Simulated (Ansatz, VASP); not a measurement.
Two plane-wave programs on CaNi4P3

File INCAR:

```
PREC     = Accurate       # precision mode
ENCUT    = 520            # plane-wave cutoff, eV
EDIFF    = 1E-7           # SCF threshold, eV
ISMEAR   = -1             # smearing method
SIGMA    = 0.1            # smearing width, eV
LREAL    = False          # projectors in reciprocal space
LASPH    = True           # aspherical terms in the spheres
NELM     = 60             # most SCF steps
ALGO     = Normal         # electronic algorithm
ISIF     = 2              # what is computed and relaxed
LWAVE    = False          # write WAVECAR
LCHARG   = False          # write CHGCAR
GGA      = PE             # functional
NBANDS   = 42             # bands
```

File KPOINTS:

```
Automatic mesh
0
Gamma
  5 5 3
```

The input POSCAR:

```
CaNi4P3
1.0
    3.9322370000      0.0000000000      0.0000000000
    0.0000000000      3.9322370000      0.0000000000
    0.0000000000      0.0000000000      7.2092150000
Ca Ni P
1 4 3
Direct
    0.0000000000      0.0000000000      0.5000000000
    0.5000000000      0.0000000000      0.1741100000
    0.0000000000      0.5000000000      0.1741100000
    0.5000000000      0.0000000000      0.8258900000
    0.0000000000      0.5000000000      0.8258900000
    0.0000000000      0.0000000000      0.0000000000
    0.5000000000      0.5000000000      0.3508000000
    0.5000000000      0.5000000000      0.6492000000
```

Input for Ansatz:

```yaml
crystal:
  lattice:
    - [3.932237, 0.0, 0.0]
    - [0.0, 3.932237, 0.0]
    - [0.0, 0.0, 7.209215]
  atoms:
    - { symbol: Ca, position: [0.0, 0.0, 0.5] }
    - { symbol: Ni, position: [0.5, 0.0, 0.17411] }
    - { symbol: Ni, position: [0.0, 0.5, 0.17411] }
    - { symbol: Ni, position: [0.5, 0.0, 0.82589] }
    - { symbol: Ni, position: [0.0, 0.5, 0.82589] }
    - { symbol: P, position: [0.0, 0.0, 0.0] }
    - { symbol: P, position: [0.5, 0.5, 0.3508] }
    - { symbol: P, position: [0.5, 0.5, 0.6492] }
  symmetry: { tolerance: 0.0003 }
kpoints:
  mp_grid: { grid: [5, 5, 3], shift: [0, 0, 0] }
magnetization:
  spin_polarized: false
scf:
  occupations: { method: fermi_dirac }
  mixing: { algorithm: broyden, beta: 0.2, ndim: 2 }
hamiltonian:
  pseudopotentials: { kind: paw }
  xc: pbe
basis:
  ecutwfc: 420
output:
  forces: true
  stress: true
  eigenvalues: true
```

The cell was built by a generator and needn't be a form met in nature.

Alike in both runs: task single point; functional PBE; k mesh 5 × 5 × 3; no spin polarisation.

|  | VASP | Ansatz |
| --- | --- | --- |
| version | VASP 6.6.1 | Ansatz 0.2.0 |
| potentials or method | VASP PAW PBE potentials, release 64 (Ca_sv, Ni, P) | PAW plane waves |
| plane-wave cutoff (eV) | 520 | 420 |
| occupations | fermi-dirac, width 0.1 eV | fermi-dirac |
| valence electrons in the cell | 65 | 97 |

VASP gave:

```
gap on the k mesh at the Fermi level (eV)       : none
pressure (GPa)                                  : -4.5
largest component of the traceless stress (GPa) : 4.69
rms of the force components (eV/Å)              : 0.519
```

Question: What did Ansatz give for the same quantities?

Answer: gap on the k mesh at the Fermi level (eV): none; pressure (GPa): -4.6; largest component of the traceless stress (GPa): 4.85; rms of the force components (eV/Å): 0.538.

Atom by atom the forces differ by 0.019 eV/Å (rms over components). A gap of «none» marks a metal or a gap that the smearing closes. The two sets of potentials don't hold the same shells in valence.

Caveats: forces of over 1 eV/Å show positions far from the minimum, so gaps and moduli don't describe the material at rest. Spin polarisation is off, so any magnetic state and its effect on volume and gap are missing.
